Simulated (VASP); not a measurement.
Input of a VASP 6.6.1 run:

The input run.py:

```python
from ase.calculators.vasp import Vasp
from ase.dft.bandgap import bandgap
from ase.io import read

atoms = read('POSCAR')
calc = Vasp(
    directory='calc',
    xc='rpbe',
    pp='PBE',
    setups='materialsproject',
    prec='Accurate',
    encut=520,
    ediff=1e-06,
    ismear=0,
    sigma=0.02,
    lreal=False,
    lasph=True,
    nelm=80,
    algo='Normal',
    isif=2,
    lwave=False,
    lcharg=False,
    kpts=[5, 5, 5],
    gamma=True,
)
atoms.calc = calc

print('energy (eV):', atoms.get_potential_energy())
print('free energy (eV):', atoms.get_potential_energy(force_consistent=True))
print('forces (eV/A):')
print(atoms.get_forces())
print('stress (eV/A^3, Voigt):', atoms.get_stress())
print('Fermi level (eV):', calc.get_fermi_level())
gap, top, bottom = bandgap(calc)
print('band gap (eV):', gap, 'from (spin, k, band)', top, 'to', bottom)
```

Contents of POSCAR:

```
K3Pd
1.0
    5.4450130000      0.0000000000      0.0000000000
    0.0000000000      5.4450130000      0.0000000000
    0.0000000000      0.0000000000      5.4450130000
Pd K
1 3
Direct
    0.0000000000      0.0000000000      0.0000000000
    0.0000000000      0.5000000000      0.5000000000
    0.5000000000      0.0000000000      0.5000000000
    0.5000000000      0.5000000000      0.0000000000
```

Potentials or basis: VASP PAW PBE potentials, release 64 (Pd, K_sv).

Command:

```console
$ python run.py
```

(1) What does it give for the band gap on the k mesh?

(2) What does it give for the pressure?

## Answers

(1) none (metal or under the smearing width).

(2) 0.9 GPa.

Caveat: the PAW data sets were made with another functional, which shifts forces and pressure a little.
